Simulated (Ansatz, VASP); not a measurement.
# Cross-check of SiC between VASP and Ansatz, part 3 of 3

Wanted: the spread between two codes on one cell, functional and k mesh. The cell is taken from a series of runs on this material, whose earlier steps may have relaxed, scaled, displaced or heated it; both programs get it as it stands.

VASP 6.6.1 and Ansatz 0.2.0.

So far: Set-up; VASP: zone-centre phonons, PBE.

## 3. Ansatz: zone-centre phonons, PBE

Level of this step: Ansatz beside VASP: Kohn-Sham DFT, plane waves, PBE (Ansatz).

Ansatz runs on its PAW soft_1 files.

The same cell, functional and mesh now go to Ansatz, which takes its cutoff from its data sets.

Input file input.yaml:

```yaml
crystal:
  lattice:
    - [3.0941165108, 0.0, 0.0]
    - [-1.5470582554, 2.6795835007, 0.0]
    - [0.0, 0.0, 10.1291866152]
  atoms:
    - { symbol: C, position: [0.6666666667, 0.3333333333, 0.7498065741] }
    - { symbol: C, position: [0.3333333333, 0.6666666667, 0.2498065741] }
    - { symbol: C, position: [0.0, 0.0, 0.5004463527] }
    - { symbol: C, position: [0.0, 0.0, 0.0004463527] }
    - { symbol: Si, position: [0.6666666667, 0.3333333333, 0.9378452162] }
    - { symbol: Si, position: [0.3333333333, 0.6666666667, 0.4378452162] }
    - { symbol: Si, position: [0.0, 0.0, 0.6879008569] }
    - { symbol: Si, position: [0.0, 0.0, 0.1879008569] }
kpoints:
  mp_grid: { grid: [9, 9, 4] }
hamiltonian:
  xc: pbe
  pseudopotentials: { kind: paw, azcp: { folder: soft_1 } }
scf:
  occupations: { method: fixed }
output:
  eigenvalues: true
phonons:
  method: dfpt
  dielectric: true
  rigid_motions: translations
```

Run with:

```
$ ansatz run input.yaml --threads 8 --pin off --max-ram 16384MiB --backend cpu --events-out ev --progress --plain --runs-dir out
```

Numbers of over 12 decimals in the logs are rounded to 6 here.

The log of the run:

```text
Engine: ansatz 0.2.0, x86_64-unknown-linux-gnu
Pseudopotentials: kind: paw
Pseudopotential: C, paw, valence charge 4, recommended cutoff 420 eV (normal), soft_1/C.paw.azcp
Pseudopotential: Si, paw, valence charge 4, recommended cutoff 420 eV (normal), soft_1/Si.paw.azcp
Functional definition: PBE
  parameter kappa = 0.804
  parameter beta = 0.066725
  exchange = pbe_x(kappa = kappa, mu = beta*pi^2/3)
  correlation = pbe_c(beta = beta)
Crystal: 8 atoms, lattice volume = 83.981 Å³
Basis set: ecut = 420 eV, 1629 PW (Γ), exchange–correlation on 48×48×144 points (8 copies of the dense FFT grid, shifted against one another)
Bands: 24, of which v1, the nominal top of the filled ones, is band 16 counted from 1 (15 counted from 0)
Symmetry: 12 space group operations
k-points: 95 of 324 (irreducible under 2 space group operations, time reversal used)
Non-local potential: C, projectors of the file, l = 0: 2, l = 1: 2, l = 2: 1
Non-local potential: Si, projectors of the file, l = 0: 2, l = 1: 2, l = 2: 1
PAW form: soft (Blöchl's): semilocal exchange-correlation on the pseudo side does not see the compensation charge
PAW one-centre angular grid: C, 110 points (default); XC on 64 Gauss nodes
PAW one-centre angular grid: Si, 110 points (default); XC on 64 Gauss nodes
Initial density: superposition of atomic densities (chi_scale 0.1, normalization cell, long waves kept (reshape's long-wave potential 0.00 eV rms))
Initial wavefunctions: pseudopotential atomic-orbital guess
Functional: x = pbe(κ = 0.804, μ = 0.219515), c = pbe(β = 0.066725)
SCF iter   1: F=—  HF=-3554.492496 eV  |F-HF|=—  |Δ(HF+E_count)|=         —  Δρ=1.35e-1  dr2=1.90e1  ethr=3.10e-3  ⟨swp⟩=5.0  Hψ=10576  notcnv=0  defer=512
preconditioner: auto → none  [insulator: Δε(μ)=4.066 eV  Ē_g=12.663 eV  n_scr=6 (ndim 8)  ℏωp=22.9 eV  f_vac=0.000  ε∞_Penn≈4.3]
SCF iter   2: F=—  HF=-3548.981629 eV  |F-HF|=—  |Δ(HF+E_count)|=    5.51e0  Δρ=4.95e-2  dr2=1.30e0  ethr=3.10e-3  ⟨swp⟩=4.0  Hψ=6299  notcnv=0  defer=558
SCF iter   3: F=—  HF=-3548.664363 eV  |F-HF|=—  |Δ(HF+E_count)|=   3.17e-1  Δρ=1.96e-2  dr2=1.67e-1  ethr=3.10e-3  ⟨swp⟩=2.4  Hψ=4170  notcnv=0  defer=558
SCF iter   4: F=—  HF=-3548.656051 eV  |F-HF|=—  |Δ(HF+E_count)|=   8.31e-3  Δρ=1.48e-3  dr2=1.32e-3  ethr=5.21e-4  ⟨swp⟩=2.0  Hψ=2201  notcnv=0  defer=568
SCF iter   5: F=—  HF=-3548.656539 eV  |F-HF|=—  |Δ(HF+E_count)|=   4.88e-4  Δρ=3.17e-4  dr2=1.20e-4  ethr=4.14e-6  ⟨swp⟩=2.2  Hψ=3613  notcnv=0  defer=570
SCF iter   6: F=—  HF=-3548.656523 eV  |F-HF|=—  |Δ(HF+E_count)|=   1.52e-5  Δρ=1.65e-4  dr2=1.07e-5  ethr=3.76e-7  ⟨swp⟩=2.1  Hψ=3071  notcnv=0  defer=512
SCF iter   7: F=—  HF=-3548.656531 eV  |F-HF|=—  |Δ(HF+E_count)|=   7.46e-6  Δρ=4.04e-5  dr2=1.75e-6  ethr=3.34e-8  ⟨swp⟩=2.0  Hψ=3214  notcnv=0  defer=313
SCF iter   8: F=—  HF=-3548.656532 eV  |F-HF|=—  |Δ(HF+E_count)|=   1.39e-6  Δρ=1.91e-5  dr2=1.90e-7  ethr=5.46e-9  ⟨swp⟩=2.3  Hψ=3357  notcnv=0  defer=284
SCF iter   9: F=—  HF=-3548.656532 eV  |F-HF|=—  |Δ(HF+E_count)|=   5.31e-8  Δρ=1.79e-6  dr2=2.00e-9  ethr=5.93e-10  ⟨swp⟩=2.5  Hψ=3305  notcnv=0  defer=284
SCF iter  10: F=-3548.656532 eV  HF=-3548.656532 eV  |F-HF|=1.12e-10  |Δ(HF+E_count)|=   3.59e-9  Δρ=3.98e-7  dr2=7.37e-11  ethr=1.00e-12  ⟨swp⟩=14.9  Hψ=19499  notcnv=0
SCF 1 converged in 10 iterations: F = -3548.656532 eV  dr2 = 7.37e-11
  greatest PAW one-centre occupation: 0.646 electrons in one spin orbital (limit 2), on the C atom at site 1 (counted from 0), in its partial waves of l = 0
NSCF: frozen V_eff on 4 k-points
DFPT response loops at Γ: preconditioner auto → Resta (q_TF=auto, 2.323 Å⁻¹)  ε∞=5.1 (no band partly filled); β = 1.00, the filter's whole step (`scf.mixing.beta` (0.50) is not read by the response loops at its default; to damp them type it under 1.00, their step now; it binds the ground state too); Broyden in place of MSR1
── the response to a field inside a basis, on 10×10×4 k-points: an SCF that follows is theirs, and a resumed run solves both again ──
Bands: 17, of which v1, the nominal top of the filled ones, is band 16 counted from 1 (15 counted from 0)
k-points: 60 of 400 (irreducible under 4 space group operations, time reversal used)
Initial density: handed on by an earlier stage of this run
Initial wavefunctions: pseudopotential atomic-orbital guess (no wavefunctions were taken with the density)
Eigensolver: Dense (60 Hₖ)
SCF iter   1: F=—  HF=-3548.643978 eV  |F-HF|=—  |Δ(HF+E_count)|=         —  Δρ=1.10e-4  dr2=2.64e-6  ethr=1.00e-1
preconditioner: auto → none  [insulator: Δε(μ)=2.394 eV  Ē_g=9.737 eV  n_scr=6 (ndim 8)  ℏωp=22.9 eV  f_vac=0.000  ε∞_Penn≈6.5]
SCF iter   2: F=—  HF=-3548.643980 eV  |F-HF|=—  |Δ(HF+E_count)|=   2.95e-6  Δρ=5.50e-5  dr2=6.09e-7  ethr=8.25e-9
SCF iter   3: F=-3548.643982 eV  HF=-3548.643982 eV  |F-HF|=6.24e-8  |Δ(HF+E_count)|=   1.10e-6  Δρ=6.66e-6  dr2=7.84e-8  ethr=1.90e-9
SCF 1 converged in 3 iterations: F = -3548.643982 eV  dr2 = 7.84e-8
DFPT response loops at Γ: preconditioner auto → Resta (q_TF=auto, 2.323 Å⁻¹)  ε∞=5.0 (no band partly filled); β = 1.00, the filter's whole step (`scf.mixing.beta` (0.50) is not read by the response loops at its default; to damp them type it under 1.00, their step now; it binds the ground state too); Broyden in place of MSR1
SCF converged after 10 iterations
Free energy (F): -3548.656532 eV
Harris-Foulkes:  -3548.656532 eV  (|F-HF|=1.12e-10)
Internal energy: -3548.656532 eV  (E = F + TS)
E sigma→0 (E₀):  -3548.656532 eV
Fermi energy:    9.365197 eV
--- Per-component energies (eV) ---
  E_band       = 110.091266
  E_kinetic    = 530.360995
  E_local      = -387.001082  (includes V_loc(G=0)·N_el)
  E_nonlocal   = 179.997342
  E_hartree    = 128.737161
  E_xc         = -421.671804
  E_vxc        = -433.485260  (∫ρ·V_xc dr)
  E_paw        = -2446.277304  (= ΣΔE_a)
  E_vpaw       = -37.255312  (= ΣTr[D̂ρ^β])
  E_aug_tail   = 0.000211  (compensation charges beyond the density's cutoff)
  E_ewald      = -1132.802052
  E_smearing   = -0.000000  (= −TS)
  E_closure    = 0.000000  (closes the sum)
  Σ components = -3548.656532   (vs F -3548.656532, Δ=0.00e0)
--- Band table (eV; the first three rows and the last of 95) ---
  k-point 0: bands = [... 12 lower, 8.7824, 9.3148, 9.3652, 9.3652, 14.3181, 14.8964, 15.4592, 15.5347, ... 4 higher]
  k-point 1: bands = [... 12 lower, 8.9527, 8.9527, 9.3099, 9.3099, 14.3721, 14.7476, 15.7176, 15.7256, ... 4 higher]
  k-point 2: bands = [... 12 lower, 9.1592, 9.1592, 9.1592, 9.1592, 14.5259, 14.5259, 15.9614, 15.9614, ... 4 higher]
  k-point 94: bands = [... 12 lower, 6.1986, 6.1986, 7.9791, 7.9791, 13.6516, 13.6516, 14.8220, 14.8220, ... 4 higher]
--- Phonons (Γ-DFPT): 8 representative perturbations + reference, on 95 of 324 k-points (Σ response iterations 26) ---
  k mesh reduced under 2 symmetry operations, with k and −k counted as one. Each operation leaves every solved perturbation unchanged. A smaller set is not considered because the run solves the response to a homogeneous field
  ASR residual: 1.297e-4 → 0.000e0 eV/Å²; symmetrization residual: 2.277e-5 eV/Å²
  ASR residual per site (eV/Å²): 1.30e-4 1.30e-4 5.31e-5 5.31e-5 7.36e-5 7.36e-5 3.54e-5 3.54e-5
  Γ frequencies (cm⁻¹): 0.00 0.00 0.00 190.48 190.48 197.91 197.91 257.50 257.50 390.32 397.97 592.65 747.68 747.68 756.64 756.64 762.11 764.82 764.82 776.94 776.94 814.25 887.02 895.52
  ε∞ (high-frequency dielectric tensor):
        7.023069     0.000000     0.000000
       -0.000000     7.023069    -0.000000
        0.000000     0.000000     7.319909
  ε⁰ (static dielectric tensor: ions relaxed, cell fixed):
       10.342205    -0.000000     0.000000
       -0.000000    10.342205    -0.000000
        0.000000    -0.000000    11.024911
  ε⁰ − ε∞ (ionic part):
        3.319136    -0.000000     0.000000
       -0.000000     3.319136    -0.000000
        0.000000    -0.000000     3.705002
  softest optical mode at Γ: 190.48 cm⁻¹; the repairs (sum rule, projections) moved no ω² at Γ by more than (3.91 cm⁻¹)²
  Born effective charges Z* (e; rows j = field, columns β = displacement):
    site 0:
        -2.70409    0.00000    0.00000
        -0.00000   -2.70409   -0.00000
        -0.00000    0.00000   -2.74063
    site 1:
        -2.70409   -0.00000    0.00000
        -0.00000   -2.70409    0.00000
         0.00000   -0.00000   -2.74063
    site 2:
        -2.65877    0.00000   -0.00000
         0.00000   -2.65877    0.00000
        -0.00000    0.00000   -2.81356
    site 3:
        -2.65877   -0.00000    0.00000
        -0.00000   -2.65877   -0.00000
         0.00000   -0.00000   -2.81356
    site 4:
         2.67781   -0.00000   -0.00000
         0.00000    2.67781   -0.00000
         0.00000   -0.00000    2.63854
    site 5:
[...]
site 6:
[...]
site 7:
[...]
Z* charge neutrality: 8.447e-3 e pre-enforcement
  solved inside a basis spanned on kpoints, on 10×10×4 k-points, its susceptibility summed on 14×14×4: ε∞ is read to err by 2.6e-2, Z* by 1.6e-2 e (field_mesh: kpoints solves on kpoints); Z* is corrected for what the basis lacks
  optical modes at Γ without the LO–TO term, one row a degenerate level:
      ω (cm⁻¹)  modes    IR ((D/Å)²/amu)
[...]
optical modes at Γ + LO–TO along q̂ = [1.0000, 0.0000, 0.0000]:
      ω (cm⁻¹)  modes    IR ((D/Å)²/amu)
[...]
optical modes at Γ + LO–TO along q̂ = [0.0000, 1.0000, 0.0000]:
      ω (cm⁻¹)  modes    IR ((D/Å)²/amu)
[...]
optical modes at Γ + LO–TO along q̂ = [0.0000, 0.0000, 1.0000]:
      ω (cm⁻¹)  modes    IR ((D/Å)²/amu)
[...]
747.68      2             0.1228
        756.64      2             0.0000
        764.82      2             0.0000
        776.94      2           157.6187
        813.95      1             0.0536
        887.02      1             0.0000
        895.52      1             0.0000
        935.31      1            84.5849
```

## 4. Comparison

Known differences besides the potentials themselves: fixed occupations in Ansatz, narrow Gaussian smearing in VASP; VASP's response is taken on the typed mesh, Ansatz refines its own for the field response alone; the cutoff is 420 eV in Ansatz and 600 eV in VASP. Total energies have different zeros and are not compared.

The two programs side by side:

| quantity | Ansatz | VASP | difference |
| --- | --- | --- | --- |
| ε∞ xx | 7.02 | 7.08 | -0.79 % |
| ε∞ yy | 7.02 | 7.08 | -0.79 % |
| ε∞ zz | 7.32 | 7.32 | -0.03 % |
| Born charge of C1 (mean of the diagonal) (e) | -2.72 | -2.70 | -0.02 |
| Born charge of Si5 (mean of the diagonal) (e) | 2.66 | 2.65 | +0.02 |
| optical mode 1 to 2 (cm⁻¹) | 190.5 | 190.7 | -0.13 % |
| optical mode 3 to 4 (cm⁻¹) | 197.9 | 198.3 | -0.20 % |
| optical mode 5 to 6 (cm⁻¹) | 257.5 | 258.1 | -0.23 % |
| optical mode 7 (cm⁻¹) | 390.3 | 390.7 | -0.09 % |
| optical mode 8 (cm⁻¹) | 398.0 | 398.6 | -0.15 % |
| optical mode 9 (cm⁻¹) | 592.6 | 591.8 | +0.15 % |
| optical mode 10 to 11 (cm⁻¹) | 747.7 | 747.8 | -0.01 % |
| optical mode 12 to 13 (cm⁻¹) | 756.6 | 756.5 | +0.02 % |
| optical mode 14 (cm⁻¹) | 762.1 | 762.0 | +0.02 % |
| optical mode 15 to 16 (cm⁻¹) | 764.8 | 764.6 | +0.02 % |
| optical mode 17 to 18 (cm⁻¹) | 776.9 | 777.0 | +0.00 % |
| optical mode 19 (cm⁻¹) | 814.2 | 814.0 | +0.03 % |
| optical mode 20 (cm⁻¹) | 887.0 | 886.7 | +0.03 % |
| optical mode 21 (cm⁻¹) | 895.5 | 894.9 | +0.07 % |

Modes are paired by rising frequency, not by their patterns, so a pair may set unlike modes beside each other; they are those without the splitting of longitudinal modes.

## 5. What came out

```
r.m.s. difference of the optical zone-centre modes, each program's sorted by frequency (zone-centre phonons, PBE) : 0.38 cm⁻¹
difference in ε∞ xx (zone-centre phonons, PBE)                                                                    : -0.8 %
```

**Reading.** The r.m.s. difference of the optical zone-centre modes, each program's sorted by frequency is 0.38 cm⁻¹ (zone-centre phonons, PBE). Among the rows given in per cent, the largest difference of the zone-centre phonons, PBE pair is in ε∞ xx, -0.8 %. Such differences can come from data sets, numerical settings and the points named under the comparisons, not from the functional's error against experiment.

[Lines on the potential files, build, host, timing and source positions are cut from VASP's logs without a mark.]

[Logs are printed without paths, hosts, clocks, repeated set-up lines and the standing remarks that a program may print on its own settings, such as how far it seeks lower states.]

[Hosts, paths, dates, database ids (printed as entryN), source tags and the programs' standing remarks are cut or masked in the printed files.]
